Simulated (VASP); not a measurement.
OSZICAR of a VASP run on SnTe (space group Fm-3m):

OSZICAR:
```
...
DAV:   3    -0.753111800778E+01    0.62944E-01   -0.15637E-01  1390   0.557E+00    0.281E-01
DAV:   4    -0.752978113201E+01    0.13369E-02   -0.83088E-03  1332   0.102E+00    0.224E-01
DAV:   5    -0.752949309042E+01    0.28804E-03   -0.93011E-04  1522   0.369E-01    0.409E-02
DAV:   6    -0.752948506258E+01    0.80278E-05   -0.13708E-04  1306   0.167E-01    0.106E-02
DAV:   7    -0.752948517463E+01   -0.11205E-06   -0.66040E-06  1446   0.278E-02    0.486E-03
DAV:   8    -0.752948537142E+01   -0.19679E-06   -0.77207E-07  1322   0.854E-03    0.119E-03
DAV:   9    -0.752948522177E+01    0.14965E-06   -0.94838E-08   722   0.414E-03    0.551E-04
DAV:  10    -0.752948521072E+01    0.11050E-07   -0.18889E-08   566   0.177E-03
   7 F= -.83426476E+01 E0= -.83426476E+01  d E =-.195936E-14
       N       E                     dE             d eps       ncg     rms          rms(c)
DAV:   1    -0.761778012919E+01   -0.88295E-01   -0.17827E+00  3508   0.182E+01    0.140E+00
DAV:   2    -0.756820503769E+01    0.49575E-01   -0.10040E-01  3394   0.463E+00    0.735E-01
DAV:   3    -0.754840997580E+01    0.19795E-01   -0.51472E-02  3490   0.313E+00    0.157E-01
DAV:   4    -0.754801228735E+01    0.39769E-03   -0.29930E-03  3250   0.726E-01    0.124E-01
DAV:   5    -0.754792881676E+01    0.83471E-04   -0.25997E-04  4156   0.249E-01    0.412E-02
DAV:   6    -0.754791828875E+01    0.10528E-04   -0.65562E-05  3346   0.128E-01    0.705E-03
DAV:   7    -0.754791828051E+01    0.82368E-08   -0.31239E-06  3776   0.215E-02    0.276E-03
DAV:   8    -0.754791814733E+01    0.13318E-06   -0.22036E-07  2500   0.686E-03    0.102E-03
DAV:   9    -0.754791821785E+01   -0.70517E-07   -0.70759E-08  1748   0.329E-03
   8 F= -.83484289E+01 E0= -.83484289E+01  d E =-.272870E-12
       N       E                     dE             d eps       ncg     rms          rms(c)
DAV:   1    -0.758197295204E+01   -0.34055E-01   -0.77836E-01  3126   0.822E+00    0.110E+00
DAV:   2    -0.756140483571E+01    0.20568E-01   -0.39181E-02  3042   0.241E+00    0.687E-01
DAV:   3    -0.754793689173E+01    0.13468E-01   -0.16886E-02  3160   0.135E+00    0.434E-02
DAV:   4    -0.754792223095E+01    0.14661E-04   -0.85421E-04  3500   0.339E-01    0.279E-02
DAV:   5    -0.754791817621E+01    0.40547E-05   -0.54243E-05  3316   0.773E-02    0.105E-02
DAV:   6    -0.754791792953E+01    0.24668E-06   -0.31471E-06  4402   0.355E-02    0.348E-03
DAV:   7    -0.754791804841E+01   -0.11888E-06   -0.39071E-07  3004   0.798E-03    0.970E-04
DAV:   8    -0.754791806369E+01   -0.15278E-07   -0.26193E-08  1598   0.262E-03
   9 F= -.83484287E+01 E0= -.83484287E+01  d E =-.272514E-12
       N       E                     dE             d eps       ncg     rms          rms(c)
DAV:   1    -0.756447066464E+01   -0.16553E-01   -0.74629E-01  3156   0.782E+00    0.759E-01
DAV:   2    -0.755518387409E+01    0.92868E-02   -0.25478E-02  3064   0.184E+00    0.475E-01
DAV:   3    -0.754790771681E+01    0.72762E-02   -0.81330E-03  3500   0.104E+00    0.285E-02
DAV:   4    -0.754793211603E+01   -0.24399E-04   -0.41623E-04  3308   0.219E-01    0.197E-02
DAV:   5    -0.754792656073E+01    0.55553E-05   -0.34438E-05  3804   0.869E-02    0.344E-03
DAV:   6    -0.754792437503E+01    0.21857E-05   -0.48844E-06  3728   0.257E-02    0.219E-03
DAV:   7    -0.754792196168E+01    0.24134E-05   -0.26154E-07  2652   0.537E-03    0.786E-04
DAV:   8    -0.754792009232E+01    0.18694E-05   -0.30287E-08  1520   0.204E-03    0.185E-04
DAV:   9    -0.754791896885E+01    0.11235E-05   -0.81933E-09  1454   0.124E-03    0.122E-04
DAV:  10    -0.754791827712E+01    0.69173E-06   -0.26204E-09  1436   0.597E-04    0.304E-05
DAV:  11    -0.754791824364E+01    0.33484E-07   -0.76598E-10  1436   0.344E-04
  10 F= -.83484289E+01 E0= -.83484289E+01  d E =-.272740E-12
       N       E                     dE             d eps       ncg     rms          rms(c)
DAV:   1    -0.758187551189E+01   -0.33957E-01   -0.79100E-01  3062   0.838E+00    0.110E+00
DAV:   2    -0.756140682831E+01    0.20469E-01   -0.40072E-02  3120   0.245E+00    0.686E-01
DAV:   3    -0.754794955439E+01    0.13457E-01   -0.16983E-02  3194   0.136E+00    0.461E-02
DAV:   4    -0.754792208312E+01    0.27471E-04   -0.85412E-04  3548   0.353E-01    0.284E-02
DAV:   5    -0.754791791712E+01    0.41660E-05   -0.50815E-05  3594   0.902E-02    0.980E-03
DAV:   6    -0.754791790824E+01    0.88803E-08   -0.27558E-06  4234   0.282E-02    0.349E-03
DAV:   7    -0.754791800051E+01   -0.92270E-07   -0.42251E-07  3034   0.934E-03
  11 F= -.83484286E+01 E0= -.83484286E+01  d E =-.272283E-12
       N       E                     dE             d eps       ncg     rms          rms(c)
DAV:   1    -0.756462293221E+01   -0.16705E-01   -0.69553E-01  3254   0.770E+00    0.760E-01
DAV:   2    -0.755502289698E+01    0.96000E-02   -0.22240E-02  3152   0.174E+00    0.474E-01
DAV:   3    -0.754791390466E+01    0.71090E-02   -0.82530E-03  3388   0.103E+00    0.287E-02
DAV:   4    -0.754792791335E+01   -0.14009E-04   -0.44009E-04  3374   0.228E-01    0.197E-02
DAV:   5    -0.754791693348E+01    0.10980E-04   -0.34874E-05  3908   0.888E-02    0.342E-03
DAV:   6    -0.754791750641E+01   -0.57293E-06   -0.46303E-06  3608   0.253E-02    0.165E-03
DAV:   7    -0.754791782773E+01   -0.32132E-06   -0.28146E-07  2710   0.597E-03    0.390E-04
DAV:   8    -0.754791799473E+01   -0.16700E-06   -0.26288E-08  1520   0.172E-03    0.158E-04
DAV:   9    -0.754791814106E+01   -0.14633E-06   -0.68104E-09  1448   0.105E-03    0.657E-05
DAV:  10    -0.754791815392E+01   -0.12857E-07   -0.20174E-09  1442   0.664E-04
  12 F= -.83484288E+01 E0= -.83484288E+01  d E =-.272754E-12
       N       E                     dE             d eps       ncg     rms          rms(c)
DAV:   1    -0.758184265806E+01   -0.33925E-01   -0.80342E-01  3016   0.838E+00    0.110E+00
DAV:   2    -0.756140382971E+01    0.20439E-01   -0.40273E-02  3054   0.246E+00    0.686E-01
DAV:   3    -0.754795055456E+01    0.13453E-01   -0.17038E-02  3180   0.136E+00    0.468E-02
DAV:   4    -0.754792257891E+01    0.27976E-04   -0.88576E-04  3670   0.362E-01    0.291E-02
DAV:   5    -0.754791796258E+01    0.46163E-05   -0.49976E-05  3608   0.934E-02    0.101E-02
DAV:   6    -0.754791790979E+01    0.52791E-07   -0.26820E-06  4280   0.278E-02    0.356E-03
DAV:   7    -0.754791800637E+01   -0.96585E-07   -0.43669E-07  3020   0.976E-03
  13 F= -.83484286E+01 E0= -.83484286E+01  d E =-.272642E-12
       N       E                     dE             d eps       ncg     rms          rms(c)
DAV:   1    -0.755680709266E+01   -0.88892E-02   -0.44635E-01  1326   0.611E+00    0.538E-01
DAV:   2    -0.755266885787E+01    0.41382E-02   -0.17441E-02  1264   0.152E+00    0.327E-01
DAV:   3    -0.754865903599E+01    0.40098E-02   -0.34918E-03  1252   0.685E-01    0.270E-02
DAV:   4    -0.754862495392E+01    0.34082E-04   -0.25915E-04  1638   0.195E-01    0.120E-02
DAV:   5    -0.754862246748E+01    0.24864E-05   -0.16443E-05  1306   0.416E-02    0.546E-03
DAV:   6    -0.754861945354E+01    0.30139E-05   -0.13291E-06  1316   0.101E-02    0.107E-03
DAV:   7    -0.754861799537E+01    0.14582E-05   -0.13771E-07   782   0.366E-03    0.977E-04
DAV:   8    -0.754861752817E+01    0.46720E-06   -0.22166E-08   620   0.155E-03    0.388E-04
DAV:   9    -0.754861719489E+01    0.33329E-06   -0.59095E-09   596   0.911E-04    0.103E-04
DAV:  10    -0.754861695875E+01    0.23613E-06   -0.25808E-09   614   0.611E-04    0.677E-05
DAV:  11    -0.754861694109E+01    0.17664E-07   -0.10230E-09   602   0.413E-04
  14 F= -.83491303E+01 E0= -.83491303E+01  d E =-.319980E-14
       N       E                     dE             d eps       ncg     rms          rms(c)
DAV:   1    -0.754770643431E+01    0.91052E-03   -0.34945E-01  1144   0.236E+00    0.141E-01
DAV:   2    -0.754862371952E+01   -0.91729E-03   -0.94258E-03  1264   0.561E-01    0.433E-02
DAV:   3    -0.754861534063E+01    0.83789E-05   -0.13900E-04  1408   0.899E-02    0.276E-02
DAV:   4    -0.754861670223E+01   -0.13616E-05   -0.28254E-05  1262   0.339E-02    0.766E-03
DAV:   5    -0.754861693850E+01   -0.23626E-06   -0.39548E-06  1240   0.113E-02    0.106E-02
DAV:   6    -0.754861694644E+01   -0.79435E-08   -0.29090E-07  1346   0.357E-03
  15 F= -.83491303E+01 E0= -.83491303E+01  d E =-.319690E-14
       N       E                     dE             d eps       ncg     rms          rms(c)
DAV:   1    -0.754566994320E+01    0.29470E-02   -0.11906E+00  1270   0.760E+00    0.166E-01
DAV:   2    -0.754859272740E+01   -0.29228E-02   -0.29450E-02  1512   0.162E+00    0.532E-02
DAV:   3    -0.754861209327E+01   -0.19366E-04   -0.24174E-04  1450   0.160E-01    0.450E-02
DAV:   4    -0.754861537116E+01   -0.32779E-05   -0.18885E-05  1662   0.474E-02    0.246E-02
DAV:   5    -0.754861666405E+01   -0.12929E-05   -0.21166E-06  1336   0.154E-02    0.240E-03
DAV:   6    -0.754861667601E+01   -0.11961E-07   -0.18348E-07  1096   0.293E-03
  16 F= -.83491300E+01 E0= -.83491300E+01  d E =-.318678E-14
       N       E                     dE             d eps       ncg     rms          rms(c)
DAV:   1    -0.753976724641E+01    0.88494E-02   -0.34644E+00  1384   0.125E+01    0.306E-01
DAV:   2    -0.754852186292E+01   -0.87546E-02   -0.88628E-02  1510   0.264E+00    0.885E-02
DAV:   3    -0.754860113399E+01   -0.79271E-04   -0.93910E-04  1426   0.295E-01    0.694E-02
DAV:   4    -0.754861419162E+01   -0.13058E-04   -0.74339E-05  1666   0.933E-02    0.268E-02
DAV:   5    -0.754861673320E+01   -0.25416E-05   -0.41320E-06  1278   0.167E-02    0.325E-03
DAV:   6    -0.754861668723E+01    0.45975E-07   -0.10882E-07   856   0.369E-03
  17 F= -.83491300E+01 E0= -.83491300E+01  d E =-.317966E-14
```

### Question
Which electronic solver shows in the log?

### Answer
It is blocked Davidson (ALGO = Normal, or the opening steps of other solvers). The INCAR had ALGO = Normal.

### Question
Can the final energy be trusted as converged?

### Answer
The calculation finished and met its thresholds. It stopped with EDIFF = 1E-7, NELM = 100 (PBE GGA with D3 dispersion (Becke-Johnson damping), plane waves, VASP's PBE PAW potentials (set 64)).

The structure comes from a measured SnTe entry (Fm-3m) of the Crystallography Open Database, whose conditions weren't checked. It was relaxed first.
